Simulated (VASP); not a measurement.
Calculation: PBE GGA, VASP's PBE PAW potentials (set 64) (plane waves; VASP 6.6.1).

The input files of a VASP run:

**POSCAR**
```
Be
1
    1.1450000000    -1.9831980000     0.0000000000
    1.1450000000     1.9831980000     0.0000000000
    0.0000000000     0.0000000000     3.5800000000
Be
2
Direct
  0.3333330000   0.6666670000   0.2500000000
  0.6666670000   0.3333330000   0.7500000000
```

**INCAR**
```
SYSTEM = Be
PREC = Normal
ENCUT = 400
EDIFF = 1E-6
NELM = 100
ALGO = Normal
LREAL = .FALSE.
LASPH = .TRUE.
ISMEAR = 1
SIGMA = 0.1
GGA = PE
LWAVE = .FALSE.
LCHARG = .FALSE.
ISIF = 2
```

KPOINTS:
```
Regular mesh
0
G
 16 16 9
0 0 0
```

POTCAR, in this order: Be (PBE.64 set). Program: vasp_std.

Question: Predict the energy per atom (σ→0), pressure, band gap (on the k-mesh).

Answer: 
```yaml
energy per atom (σ→0): -3.766 eV/atom
band gap (on the k-mesh): none (metal, semimetal or under 0.01 eV)
pressure: -3.06 GPa
```

File OSZICAR:
```
...
DAV:   3    -0.759303808484E+01   -0.18586E-01   -0.18584E-01  2364   0.355E+00
DAV:   4    -0.759305280864E+01   -0.14724E-04   -0.14724E-04  2646   0.997E-02
DAV:   5    -0.759305282256E+01   -0.13922E-07   -0.13897E-07  2334   0.147E-03    0.118E+00
DAV:   6    -0.755034014680E+01    0.42713E-01   -0.54495E-03  2100   0.105E+00    0.725E-01
DAV:   7    -0.753286852713E+01    0.17472E-01   -0.61796E-03  2148   0.111E+00    0.259E-02
DAV:   8    -0.753284738647E+01    0.21141E-04   -0.12806E-05  2568   0.425E-02    0.883E-03
DAV:   9    -0.753284675679E+01    0.62968E-06   -0.25839E-06  2352   0.202E-02
   1 F= -.75328468E+01 E0= -.75328010E+01  d E =-.137200E-03
```

The compound is Be in the hcp structure. The cell was not relaxed at this level. The run is one of a series of settings (PREC = Normal against the base run), some of them coarse on purpose.
